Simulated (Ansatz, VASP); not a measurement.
# TiO2 (Anatase) in two plane-wave programs

One calculation is typed for both programs; each brings its own data sets. How far apart do they land? The structure shown is the start of the Ansatz relaxation below; VASP solves that cell, so the two are compared at the walk's first step.

Calculated with Ansatz 0.2.0; plane waves, with VASP 6.6.1 beside it; single point at LDA.

**1. The starting structure**

It takes space group I4_1/amd (No. 141, tetragonal). Conventional cell: a = 3.729 Å, b = 3.729 Å, c = 9.648 Å, α = 90.00°, β = 90.00°, γ = 90.00°. O has 3 Ti at 1.91 to 1.99 Å nearest. Nearest to Ti lie 6 O at 1.91 to 1.99 Å. Farther neighbours and most contacts between anions are not listed.

**2. Ansatz: relaxation, LDA**

Ansatz runs on its PAW soft_1 files.

The two programs are compared at the cell with which this relaxation starts, whose forces are those of its first step.

File input.yaml:

```yaml
crystal:
  lattice:
    - [-1.8644553337, 1.8644553337, 4.8238315101]
    - [1.8644553337, -1.8644553337, 4.8238315101]
    - [1.8644553337, 1.8644553337, -4.8238315101]
  atoms:
    - { symbol: O, position: [0.2066688549, 0.2066688549, 0.0] }
    - { symbol: O, position: [0.9566688549, 0.4566688549, 0.5] }
    - { symbol: O, position: [0.5433311451, 0.0433311451, 0.5] }
    - { symbol: O, position: [0.7933311451, 0.7933311451, 0.0] }
    - { symbol: Ti, position: [0.0, 0.0, 0.0] }
    - { symbol: Ti, position: [0.75, 0.25, 0.5] }
  conventional_axes: [[0, 1, 1], [1, 0, 1], [1, 1, 0]]
kpoints:
  mp_grid: { grid: [12, 12, 12] }
hamiltonian:
  xc: lda
  pseudopotentials: { kind: paw, azcp: { folder: soft_1 }, xc_functional: pbe }
scf:
  occupations: { method: fixed }
output:
  forces: true
  stress: true
  eigenvalues: true
relax:
  adjacent_minimum: "off"
  f_tol: 0.001
  max_steps: 60
  cell: { stress_tol: 0.01, fix: [c, angles] }
```

Launch:

```bash
$ ansatz run input.yaml --threads 8 --pin off --max-ram 20480MiB --backend cpu --events-out ev --progress --plain --runs-dir out
```

Numbers of over 12 decimals in the logs are rounded to 6 here.

The program printed:

```text
basis.fft_grid_basis auto: the FFT boxes are laid along the combinations [[1, 0, 1], [0, 1, 1], [0, 0, 1]] of the cell's own vectors, 3.729, 3.729 and 5.497 Å long. The dense box has 25×25×40 points. Along the cell's own vectors, as sized, it would have 40×40×40, 2.56 times as many. Of the 16 symmetry operations that the crystal satisfies within crystal.symmetry.tolerance (time reversal apart; of a slab, those that k [...]
Engine: ansatz 0.2.0, aarch64-unknown-linux-gnu
Pseudopotentials: kind: paw
Pseudopotential: O, paw, valence charge 6, recommended cutoff 420 eV (normal), soft_1/O.paw.azcp
Pseudopotential: Ti, paw, valence charge 12, recommended cutoff 420 eV (normal), soft_1/Ti.paw.azcp
Functional definition: SPW92
  exchange = slater_x
  correlation = pw_c
Crystal: 6 atoms, lattice volume = 67.074 Å³
Basis set: ecut = 420 eV, 1317 PW (Γ), FFT grids on a1+a3, a2+a3, a3
Bands: 30, of which v1, the nominal top of the filled ones, is band 24 counted from 1 (23 counted from 0)
Symmetry: 16 space group operations
Space group: I41/amd (ITA 141), of the structure as read, at distance tolerance 4.1e-5 Å
k-points: 163 of 1728
Non-local potential: O, projectors of the file, l = 0: 2, l = 1: 2, l = 2: 1
Non-local potential: Ti, projectors of the file, l = 0: 3, l = 1: 2, l = 2: 3, l = 3: 1
PAW form: soft (Blöchl's): semilocal exchange-correlation on the pseudo side does not see the compensation charge
PAW frozen core: O, regenerated for the run's functional, and the local potential with it (the file was generated under x = pbe(κ = 0.804, μ = 0.219515), c = pbe(β = 0.066725))
PAW frozen core: Ti, regenerated for the run's functional, and the local potential with it (the file was generated under x = pbe(κ = 0.804, μ = 0.219515), c = pbe(β = 0.066725))
PAW one-centre angular grid: O, 110 points (default); XC on 64 Gauss nodes
PAW one-centre angular grid: Ti, 590 points (default); XC on 64 Gauss nodes
Initial density: superposition of atomic densities (chi_scale 0.1, normalization cell, long waves kept (reshape's long-wave potential 0.00 eV rms))
Initial wavefunctions: pseudopotential atomic-orbital guess
Functional: x = slater, c = lda
SCF iter   1: F=—  HF=-7131.013131 eV  |F-HF|=—  |Δ(HF+E_count)|=         —  Δρ=5.53e-2  dr2=2.22e0  ethr=3.10e-3  ⟨swp⟩=3.7  Hψ=15958  notcnv=0  defer=305
preconditioner: auto → Resta (q_TF=auto, 2.580 Å⁻¹)  ε∞=7.8  [insulator: Δε(μ)=2.220 eV  Ē_g=9.809 eV  n_scr=22 (ndim 8)  ℏωp=25.6 eV  f_vac=0.000  ε∞_Penn≈7.8]
SCF iter   2: F=—  HF=-7130.702486 eV  |F-HF|=—  |Δ(HF+E_count)|=   3.11e-1  Δρ=3.29e-2  dr2=7.83e-1  ethr=3.10e-3  ⟨swp⟩=2.6  Hψ=8909  notcnv=0  defer=367
SCF iter   3: F=—  HF=-7130.568309 eV  |F-HF|=—  |Δ(HF+E_count)|=   1.34e-1  Δρ=2.32e-2  dr2=4.23e-1  ethr=1.63e-3  ⟨swp⟩=2.0  Hψ=7232  notcnv=0  defer=313
SCF iter   4: F=—  HF=-7130.470434 eV  |F-HF|=—  |Δ(HF+E_count)|=   9.79e-2  Δρ=5.17e-3  dr2=1.87e-2  ethr=8.82e-4  ⟨swp⟩=2.3  Hψ=8592  notcnv=0  defer=322
SCF iter   5: F=—  HF=-7130.472110 eV  |F-HF|=—  |Δ(HF+E_count)|=   1.68e-3  Δρ=1.70e-3  dr2=2.26e-3  ethr=3.90e-5  ⟨swp⟩=2.3  Hψ=5704  notcnv=0  defer=651
SCF iter   6: F=—  HF=-7130.472518 eV  |F-HF|=—  |Δ(HF+E_count)|=   4.08e-4  Δρ=3.08e-4  dr2=3.81e-5  ethr=4.71e-6  ⟨swp⟩=2.0  Hψ=6881  notcnv=0  defer=651
SCF iter   7: F=—  HF=-7130.472533 eV  |F-HF|=—  |Δ(HF+E_count)|=   1.55e-5  Δρ=3.57e-5  dr2=7.75e-7  ethr=7.94e-8  ⟨swp⟩=2.0  Hψ=6927  notcnv=0  defer=270
SCF iter   8: F=-7130.472534 eV  HF=-7130.472534 eV  |F-HF|=5.65e-9  |Δ(HF+E_count)|=   4.01e-7  Δρ=8.08e-6  dr2=5.05e-8  ethr=2.08e-10  ⟨swp⟩=9.5  Hψ=21764  notcnv=0
SCF 1 converged in 8 iterations: F = -7130.472534 eV  dr2 = 5.05e-8
  greatest PAW one-centre occupation: 0.998 electrons in one spin orbital (limit 2), on the Ti atom at site 5 (counted from 0), in its partial waves of l = 0
relax step   1: F+E_penalty+E_count = -7130.47253388 eV  Δ(F+E_penalty+E_count) = +0.000e0 eV  max|allowed force component| = 1.753e-1 eV/Å  Δτ_max = 0.0000 Å  P = -2.631 GPa  Ω = 67.074 Å³  fix = [c, alpha, beta, gamma]  reactions: c -4.990 GPa  (8 SCF iters, dr2 threshold 1.00e-7 eV, accepted)
[...]
relax step   5: F+E_penalty+E_count = -7130.47855344 eV  Δ(F+E_penalty+E_count) = +1.296e-3 eV  max|allowed force component| = 6.948e-5 eV/Å  Δτ_max = 0.0000 Å  P = -0.755 GPa  Ω = 66.689 Å³  fix = [c, alpha, beta, gamma]  reactions: c -2.157 GPa  stress off target by 5.45e-2 GPa on what of the cell is left free  SCF on the basis re-selected at this cell (its energy is not comparable with the rows above)  (6 SCF iters)
[...]
relax step   6: F+E_penalty+E_count = -7130.47860095 eV  Δ(F+E_penalty+E_count) = -4.752e-5 eV  max|allowed force component| = 2.840e-5 eV/Å  Δτ_max = 0.0000 Å  P = -0.709 GPa  Ω = 66.676 Å³  energy of the carried Pulay correction = +4.528e-5 eV  fix = [c, alpha, beta, gamma]  reactions: c -2.124 GPa  (4 SCF iters, dr2 threshold 7.42e-9 eV, accepted)
[...]
relax step   7: F+E_penalty+E_count = -7130.47855754 eV  Δ(F+E_penalty+E_count) = +4.341e-5 eV  max|allowed force component| = 2.386e-5 eV/Å  Δτ_max = 0.0000 Å  P = -0.709 GPa  Ω = 66.676 Å³  fix = [c, alpha, beta, gamma]  reactions: c -2.124 GPa  stress off target by 2.09e-3 GPa on what of the cell is left free  SCF on the basis re-selected at this cell (its energy is not comparable with the rows above)  (5 SCF iters)
basis re-selected at this cell: Δ(F+E_penalty+E_count) = +4.341e-5 eV, ΔP = -0.001 GPa vs the last step (what re-selecting the basis moved, of the pressure what is left beyond the Pulay correction that the steps carried, after the strain that the cell walked since its last selection, with what the two solves' SCF thresholds leave and, on support functions, any second-order correction that the steps lacked; it is no m [...]
SCF converged after 5 iterations
Free energy (F): -7130.478558 eV
Harris-Foulkes:  -7130.478558 eV  (|F-HF|=0.00e0)
Internal energy: -7130.478558 eV  (E = F + TS)
E sigma→0 (E₀):  -7130.478558 eV
Fermi energy:    7.145545 eV
--- Per-component energies (eV) ---
  E_band       = -454.586739
  E_kinetic    = 1230.516844
  E_local      = -3658.984323  (includes V_loc(G=0)·N_el)
  E_nonlocal   = 340.526758
  E_hartree    = 1403.947453
  E_xc         = -513.405315
  E_vxc        = -654.182300  (∫ρ·V_xc dr)
  E_paw        = -2590.364305  (= ΣΔE_a)
  E_vpaw       = -520.361638  (= ΣTr[D̂ρ^β])
  E_aug_tail   = 0.003005  (compensation charges beyond the density's cutoff)
  E_ewald      = -3343.758262
  E_core_change = 1.039587  (= ΣΔE_core)
  E_smearing   = -0.000000  (= −TS)
  E_closure    = -0.000000  (closes the sum)
  Σ components = -7130.478558   (vs F -7130.478558, Δ=0.00e0)
--- Forces (eV/Å), atoms counted from 1 ---
  atom   1  O      0.00000000    -0.00000000     0.00002386
  atom   2  O      0.00000000     0.00000000     0.00002386
  atom   3  O      0.00000000     0.00000000    -0.00002386
  atom   4  O     -0.00000000     0.00000000    -0.00002386
  atom   5  Ti    -0.00000000     0.00000000     0.00000000
  atom   6  Ti    -0.00000000     0.00000000     0.00000000
  max |Σ_I F_I| component: 3.90e-18 eV/Å
--- Stress (GPa, compression-positive) ---
       -0.002086       0.000000       0.000000
        0.000000      -0.002086       0.000000
        0.000000       0.000000      -2.124269
  P = ⅓ Tr σ = -0.7095 GPa (-7.095 kbar)
--- Band table (eV; the first three rows and the last of 163) ---
  k-point 0: bands = [... 20 lower, 6.3538, 6.3538, 6.7025, 6.7025, 9.3368, 10.0591, 11.4351, 11.4351, ... 2 higher]
  k-point 1: bands = [... 20 lower, 6.2227, 6.3325, 6.3668, 6.8069, 9.6740, 10.1130, 11.1040, 11.2381, ... 2 higher]
  k-point 2: bands = [... 20 lower, 5.8261, 5.9049, 6.4899, 6.9578, 10.1578, 10.3543, 10.6055, 11.0339, ... 2 higher]
  k-point 162: bands = [... 20 lower, 5.9046, 5.9046, 7.0783, 7.0783, 9.6851, 9.6851, 11.1178, 11.1178, ... 2 higher]
--- Relaxed structure (5 steps of the walk, 5 accepted, 2 SCFs on fresh bases) ---
  F+E_penalty+E_count = -7130.47855754 eV   max|allowed force component| = 2.386e-5 eV/Å   (the final SCF, on the basis selected at the relaxed cell)
  cell:  # Å, volume = 66.6764 Å³
    - [-1.858918, 1.858918, 4.8238315101]
    - [1.858918, -1.858918, 4.8238315101]
    - [1.858918, 1.858918, -4.8238315101]
  atoms:
    - { symbol: O, position: [0.205444, 0.205444, 0] }
    - { symbol: O, position: [0.955444, 0.455444, 0.5] }
    - { symbol: O, position: [0.544556, 0.044556, 0.500000] }
    - { symbol: O, position: [0.794556, 0.794556, 0] }
    - { symbol: Ti, position: [0, 0, 0] }
    - { symbol: Ti, position: [0.750000, 0.25, 0.5] }
```

**3. VASP: single point, LDA, start cell, pair 1**

The same cell, functional (in two slightly different forms) and mesh now go to VASP, with its own data sets.

Lines of VASP's logs that name or quote its potential files are left out, and so is its time.

File INCAR:

```
SYSTEM = TiO2
PREC = Accurate
ENCUT = 520
EDIFF = 1E-06
NELM = 120
ISMEAR = 0
SIGMA = 0.01
LREAL = .FALSE.
ALGO = Normal
GGA = CA
NBANDS = 30
LASPH = .TRUE.
LORBIT = 11
LWAVE = .FALSE.
LCHARG = .FALSE.
ISIF = 2
GGA_COMPAT = .FALSE.
EFERMI = MIDGAP
KPAR = 2
```

File POSCAR:

```
TiO2
1.0
   -1.8644550000      1.8644550000      4.8238320000
    1.8644550000     -1.8644550000      4.8238320000
    1.8644550000      1.8644550000     -4.8238320000
O Ti
4 2
Direct
    0.2066687853      0.2066687853      0.0000000000
    0.9566687853      0.4566687853      0.5000000000
    0.5433311110      0.0433311110      0.5000000000
    0.7933311110      0.7933311110      0.0000000000
    0.0000000000      0.0000000000      0.0000000000
    0.7500000000      0.2500000000      0.5000000000
```

File KPOINTS:

```
Automatic mesh
0
Gamma
12 12 12
0 0 0
```

Potentials, in the order of the species: O and Ti_sv (LDA family, release 64).

Launch:

```bash
$ mpirun -np 2 vasp_std
```

The program printed:

```text
[banner, memory and clock lines left out]
running    2 mpi-ranks, on    1 nodes
 distrk:  each k-point on    1 cores,    2 groups
 distr:  one band on    1 cores,    1 groups

 POSCAR found type information on POSCAR O Ti
 POSCAR found :  2 types and       6 ions
 LDA part: xc-table for (Slater(with rela. corr.)+CA(PZ))
 , standard interpolation
 POSCAR, INCAR and KPOINTS ok, starting setup
 FFT: planning ... GRIDC
 FFT: planning ... GRID_SOFT
 FFT: planning ... GRID
 WAVECAR not read
 entering main loop
       N       E                     dE             d eps       ncg     rms          rms(c)
DAV:   1     0.666455166325E+03    0.66646E+03   -0.24753E+04  9780   0.186E+03
DAV:   2     0.312928292806E+02   -0.63516E+03   -0.60386E+03 10852   0.548E+02
DAV:   3    -0.706130928914E+02   -0.10191E+03   -0.10013E+03 14394   0.203E+02
DAV:   4    -0.753134191896E+02   -0.47003E+01   -0.46947E+01 13926   0.438E+01
DAV:   5    -0.754994565801E+02   -0.18604E+00   -0.18600E+00 13182   0.696E+00    0.324E+01
DAV:   6    -0.594562529061E+02    0.16043E+02   -0.10175E+02 12856   0.974E+01    0.118E+01
DAV:   7    -0.590630015376E+02    0.39325E+00   -0.15420E+01 12788   0.324E+01    0.872E+00
DAV:   8    -0.589423663047E+02    0.12064E+00   -0.29212E+00 11946   0.175E+01    0.342E+00
DAV:   9    -0.588244110313E+02    0.11796E+00   -0.77904E-01 12340   0.837E+00    0.100E+00
DAV:  10    -0.588307461777E+02   -0.63351E-02   -0.94111E-02 11478   0.249E+00    0.476E-01
DAV:  11    -0.588265374731E+02    0.42087E-02   -0.24174E-02 11376   0.993E-01    0.818E-02
DAV:  12    -0.588266591294E+02   -0.12166E-03   -0.19544E-03 11318   0.477E-01    0.128E-01
DAV:  13    -0.588265318526E+02    0.12728E-03   -0.43203E-04 12028   0.229E-01    0.271E-02
DAV:  14    -0.588265311279E+02    0.72471E-06   -0.58405E-05 13770   0.711E-02    0.128E-02
DAV:  15    -0.588265306611E+02    0.46681E-06   -0.10691E-05 12780   0.335E-02    0.401E-03
DAV:  16    -0.588265306234E+02    0.37662E-07   -0.41063E-07  5328   0.742E-03
   1 F= -.58826531E+02 E0= -.58826531E+02  d E =0.000000E+00
```

OUTCAR, selected parts (step 3):

```text
ion  position               nearest neighbor table
   1  0.207  0.207  0.000-   6 1.91   6 1.91   5 1.99
   2  0.957  0.457  0.500-   5 1.91   5 1.91   6 1.99
   3  0.543  0.043  0.500-   5 1.91   5 1.91   6 1.99
   4  0.793  0.793  0.000-   6 1.91   6 1.91   5 1.99
   5  0.000  0.000  0.000-   3 1.91   3 1.91   2 1.91   2 1.91   1 1.99   4 1.99
   6  0.750  0.250  0.500-   4 1.91   4 1.91   1 1.91   1 1.91   2 1.99   3 1.99

  LATTYP: Found a body centered tetragonal cell.
 ALAT       =     3.7289100000
 C/A-ratio  =     2.5872611567

 Subroutine GETGRP returns: Found 16 space group operations
 (whereof  8 operations were pure point group operations)

The static configuration has the point symmetry D_2d.
 The point group associated with its full space group is D_4h.

 Found    163 irreducible k-points:

   k-points           NKPTS =    163   k-points in BZ     NKDIM =    163   number of bands    NBANDS=     30

   dimension x,y,z NGX =    42 NGY =   42 NGZ =   42
   dimension x,y,z NGXF=    84 NGYF=   84 NGZF=   84

   ENCUT  =  520.0 eV  38.22 Ry    6.18 a.u.  10.22 10.22 10.22*2*pi/ulx,y,z

   NELECT =      48.0000    total number of electrons

 k-points in reciprocal lattice and weights: Automatic mesh
   0.00000000  0.00000000  0.00000000       0.001
   0.08333333  0.00000000  0.00000000       0.005
   0.16666667 -0.00000000  0.00000000       0.005
   0.25000000 -0.00000000  0.00000000       0.005
   0.33333333 -0.00000000  0.00000000       0.005
   0.41666667 -0.00000000  0.00000000       0.005
   0.50000000 -0.00000000  0.00000000       0.002
   0.08333333  0.08333333  0.00000000       0.005
   0.16666667  0.08333333  0.00000000       0.009
[...]
-0.41666667 -0.41666667  0.41666667       0.001
   0.50000000  0.50000000  0.50000000       0.001

 average (electrostatic) potential at core
       1 -71.3497       2 -71.3497       3 -71.3497       4 -71.3497       5 -77.0274
       6 -77.0274

 E-fermi :   4.2991

 k-point     1 :       0.0000    0.0000    0.0000
  band No.  band energies     occupation
    ...
     20       2.4065      2.00000
     21       2.4086      2.00000
     22       2.4086      2.00000
     23       2.7706      2.00000
     24       2.7706      2.00000
     25       5.3505      0.00000
     26       6.0710      0.00000
     27       7.3843      0.00000
     28       7.3843      0.00000
     29       7.3932      0.00000
    ...

 k-point     2 :       0.0833    0.0000    0.0000
  band No.  band energies     occupation
    ...
     20       2.2437      2.00000
     21       2.3826      2.00000
     22       2.4138      2.00000
     23       2.6382      2.00000
     24       2.7894      2.00000
     25       5.5359      0.00000
     26       6.1019      0.00000
     27       7.1448      0.00000
     28       7.2370      0.00000
     29       7.3496      0.00000
    ...

 k-point     3 :       0.1667   -0.0000    0.0000
  band No.  band energies     occupation
    ...
     20       1.8547      2.00000
     21       2.1918      2.00000
     22       2.4220      2.00000
     23       2.4685      2.00000
     24       2.7976      2.00000
     25       5.9548      0.00000
     26       6.2040      0.00000
     27       6.7932      0.00000
     28       6.9890      0.00000
     29       7.3011      0.00000
    ...

  Total       -0.1145198     -0.1145198     -1.6392488      0.0000000      0.0000000      0.0000000
  in kB       -2.7354912     -2.7354912    -39.1561034      0.0000000      0.0000000      0.0000000
  external PRESSURE =     -14.8756953 kB  Pullay stress =       0.0000000 kB

  energy-cutoff  :      520.00
  volume of cell :       67.07
      direct lattice vectors                 reciprocal lattice vectors
    -1.864455000  1.864455000  4.823832000     0.000000000  0.268174882  0.103652034
     1.864455000 -1.864455000  4.823832000     0.268174882  0.000000000  0.103652034
     1.864455000  1.864455000 -4.823832000     0.268174882  0.268174882  0.000000000

 POSITION                                       TOTAL-FORCE (eV/Angst)
 -----------------------------------------------------------------------------------
      0.00000      0.00000      1.99387        -0.000000      0.000000     -0.150231
      0.00000      1.86445      4.40579         0.000000     -0.000000     -0.150231
      0.00000      1.86445      0.41804         0.000000     -0.000000      0.150231
      0.00000      0.00000      7.65379        -0.000000      0.000000      0.150231
      0.00000      0.00000      0.00000         0.000000      0.000000      0.000000
     -0.00000      1.86445      2.41192         0.000000      0.000000      0.000000
 -----------------------------------------------------------------------------------
    total drift:                               -0.000000     -0.000000      0.002269

  FREE ENERGIE OF THE ION-ELECTRON SYSTEM (eV)
  ---------------------------------------------------
  free  energy   TOTEN  =       -58.8265306234 eV

  energy  without entropy=      -58.8265306234  energy(sigma->0) =      -58.82653062

 total charge
# of ion       s       p       d       tot
------------------------------------------
    1        1.562   3.493   0.000   5.055
    2        1.562   3.493   0.000   5.055
    3        1.562   3.493   0.000   5.055
    4        1.562   3.493   0.000   5.055
    5        2.235   6.318   1.806  10.359
    6        2.235   6.318   1.806  10.359
--------------------------------------------------
tot         10.717  26.609   3.612  40.939

[... 3 further parts left out ...]
```

This run has no spin polarisation, so a moment on Ti, if there is one, isn't seen.

**4. Differences**

Known differences besides the potentials themselves: the two LDA forms differ slightly; fixed occupations in Ansatz, narrow Gaussian smearing in VASP; the cutoff is 420 eV in Ansatz and 520 eV in VASP; VASP's log shows a relativistic correction to its local exchange, Ansatz's none. Total energies have different zeros and are not compared.

Forces (eV/Å; atoms numbered as in POSCAR):

| atom | Ansatz x, y, z | VASP x, y, z |
| --- | --- | --- |
| O1 | 0.000, 0.000, -0.175 | 0.000, 0.000, -0.150 |
| O2 | 0.000, 0.000, -0.175 | 0.000, 0.000, -0.150 |
| O3 | 0.000, 0.000, 0.175 | 0.000, 0.000, 0.150 |
| O4 | 0.000, 0.000, 0.175 | 0.000, 0.000, 0.150 |
| Ti5 | 0.000, 0.000, 0.000 | 0.000, 0.000, 0.000 |
| Ti6 | 0.000, 0.000, 0.000 | 0.000, 0.000, 0.000 |

The forces differ by 12 meV/Å r.m.s., which is 16.7 % of the r.m.s. force of 0.071 eV/Å (both taken over all components).

**5. Other set-ups**

Further runs change the set-up of one program: Ansatz's method, potentials or start, or VASP's data sets, cutoff or form of LDA. The table gives that difference for each run.

| run | r.m.s. force difference (meV/Å) |
| --- | --- |
| as above | 12 |
| VASP with a cutoff of 600 eV (perhaps on Ansatz's relaxed cell) | 12 |

(Part 1 of 2 ends here.)

[Lines on the potential files, build, host, timing and source positions are cut from VASP's logs without a mark.]

[Logs are printed without paths, hosts, clocks, repeated set-up lines and the standing remarks that a program may print on its own settings, such as how far it seeks lower states.]

[Hosts, paths, dates, database ids (printed as entryN), source tags and the programs' standing remarks are cut or masked in the printed files.]

[Rows of further runs with another cutoff or data set may stand on the cell that Ansatz relaxed, not on the start cell of the pair above them.]
